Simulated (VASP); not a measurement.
Output of a VASP run:

### OSZICAR
```
       N       E                     dE             d eps       ncg     rms          rms(c)
DAV:   1     0.111869075677E+03    0.11187E+03   -0.84987E+03   754   0.149E+03
DAV:   2    -0.147288988284E+01   -0.11334E+03   -0.10987E+03   779   0.326E+02
DAV:   3    -0.932844433401E+01   -0.78556E+01   -0.78049E+01   959   0.907E+01
DAV:   4    -0.953268405084E+01   -0.20424E+00   -0.20407E+00   911   0.158E+01
DAV:   5    -0.954271341265E+01   -0.10029E-01   -0.10029E-01  1132   0.311E+00    0.603E+00
DAV:   6    -0.915065790715E+01    0.39206E+00   -0.71258E-01  1113   0.176E+01    0.356E+00
DAV:   7    -0.911048660039E+01    0.40171E-01   -0.20158E-01  1032   0.472E+00    0.118E+00
DAV:   8    -0.910748072279E+01    0.30059E-02   -0.19169E-02   978   0.206E+00    0.438E-01
DAV:   9    -0.910759508571E+01   -0.11436E-03   -0.17784E-03   989   0.694E-01    0.191E-01
DAV:  10    -0.910762714681E+01   -0.32061E-04   -0.20142E-04  1100   0.135E-01    0.134E-01
DAV:  11    -0.910764592522E+01   -0.18778E-04   -0.31655E-05   875   0.737E-02    0.233E-02
DAV:  12    -0.910764550620E+01    0.41901E-06   -0.12373E-05   972   0.748E-02    0.194E-02
DAV:  13    -0.910764547024E+01    0.35965E-07   -0.75023E-07   487   0.921E-03
   1 F= -.61358923E+01 E0= -.61358923E+01  d E =-.613589E+01
       N       E                     dE             d eps       ncg     rms          rms(c)
DAV:   1    -0.109048509766E+02   -0.17972E+01   -0.44553E+01   944   0.141E+02    0.114E+01
DAV:   2    -0.901895714461E+01    0.18859E+01   -0.45349E+00   944   0.736E+01    0.299E+00
DAV:   3    -0.879016595416E+01    0.22879E+00   -0.58636E-01   992   0.194E+01    0.237E+00
DAV:   4    -0.878255180785E+01    0.76141E-02   -0.41184E-02   802   0.187E+00    0.147E+00
DAV:   5    -0.877974058226E+01    0.28112E-02   -0.56152E-03  1008   0.154E+00    0.448E-01
DAV:   6    -0.877984019083E+01   -0.99609E-04   -0.11786E-03  1156   0.416E-01    0.125E-01
DAV:   7    -0.877984992658E+01   -0.97358E-05   -0.77562E-05  1098   0.931E-02    0.421E-02
DAV:   8    -0.877984841045E+01    0.15161E-05   -0.45941E-06   834   0.201E-02    0.183E-02
DAV:   9    -0.877984874023E+01   -0.32978E-06   -0.38782E-07   472   0.106E-02
   2 F= -.61182416E+01 E0= -.61182416E+01  d E =0.176507E-01
       N       E                     dE             d eps       ncg     rms          rms(c)
DAV:   1    -0.956843081976E+01   -0.78858E+00   -0.14831E+01   959   0.986E+01    0.486E+00
DAV:   2    -0.909208139169E+01    0.47635E+00   -0.95599E-01   974   0.255E+01    0.185E+00
DAV:   3    -0.900249527952E+01    0.89586E-01   -0.28602E-01   979   0.135E+01    0.985E-01
DAV:   4    -0.900261837643E+01   -0.12310E-03   -0.15780E-02   799   0.140E+00    0.760E-01
DAV:   5    -0.900063447802E+01    0.19839E-02   -0.15518E-03   879   0.432E-01    0.361E-01
DAV:   6    -0.900033108280E+01    0.30340E-03   -0.46620E-04  1115   0.234E-01    0.886E-02
DAV:   7    -0.900033497737E+01   -0.38946E-05   -0.51927E-05   959   0.140E-01    0.151E-02
DAV:   8    -0.900033071315E+01    0.42642E-05   -0.14378E-05   799   0.107E-01    0.510E-03
DAV:   9    -0.900033098180E+01   -0.26864E-06   -0.52456E-07   467   0.146E-02
   3 F= -.61746438E+01 E0= -.61746438E+01  d E =-.387515E-01
```

**OUTCAR**
```
------------------------ aborting loop because EDIFF is reached ----------------------------------------
  FORCE on cell =-STRESS in cart. coord.  units (eV):
  Direction    XX          YY          ZZ          XY          YZ          ZX
  --------------------------------------------------------------------------------------
  Total        2.8118340      2.8118340      2.8118340     -0.0000000      0.0000000     -0.0000000
  in kB       99.5097406     99.5097406     99.5097406     -0.0000000      0.0000000     -0.0000000
  external PRESSURE =      -0.4902594 kB  Pullay stress =     100.0000000 kB
  volume of cell :       45.27
      direct lattice vectors                 reciprocal lattice vectors
    -0.000000000  2.828795520  2.828795520    -0.176753674  0.176753674  0.176753674
     2.828795520  0.000000000  2.828795520     0.176753674 -0.176753674  0.176753674
     2.828795520  2.828795520 -0.000000000     0.176753674  0.176753674 -0.176753674
  FREE ENERGIE OF THE ION-ELECTRON SYSTEM (eV)
  ---------------------------------------------------
  free  energy   TOTEN  =        -9.0003309818 eV

  energy  without entropy=       -9.0003309818  energy(sigma->0) =       -9.00033098
  enthalpy is  TOTEN    =        -6.1746438095 eV   P V=        2.8256871723

 reached required accuracy - stopping structural energy minimisation
```
(Selected blocks of OUTCAR.)

### POSCAR
```
InP
1
    0.0000000000     2.8767211893     2.8767211893
    2.8767211893     0.0000000000     2.8767211893
    2.8767211893     2.8767211893     0.0000000000
In P
1 1
Direct
  0.0000000000   0.0000000000   0.0000000000
  0.2500000000   0.2500000000   0.2500000000
```

### Question
Write an INCAR and KPOINTS that could have produced this output.

### Answer
One answer among several that fit: the input of the run itself, PBEsol GGA, plane waves, VASP's PBE PAW potentials (set 64).

INCAR:
```
SYSTEM  =  InP
PREC  =  Accurate; ENCUT  =  500; LREAL  =  F
LASPH  =  T
EDIFF  =  1E-6; NELM  =  100; ALGO  =  Normal
LMAXMIX  =  4
ISMEAR  =  0; SIGMA  =  0.05
GGA  =  PS
IBRION  =  2; NSW  =  40; ISIF  =  3
EDIFFG  =  -0.02; PSTRESS  =  100
LWAVE  =  F; LCHARG  =  F
```

### KPOINTS
```
Automatic mesh
0
Gamma
8 8 8
0 0 0
```

POTCAR, in this order: In_d P (PBE.64 set). Program: vasp_std.

Energy and stress use the plane-wave basis of the starting cell.

The structure was generated: InP was put into the zinc blende type (F-43m), which need not be its known phase. This run relaxes it under an external pressure of 10 GPa. Symmetry was kept, so distortions that lower it aren't found.
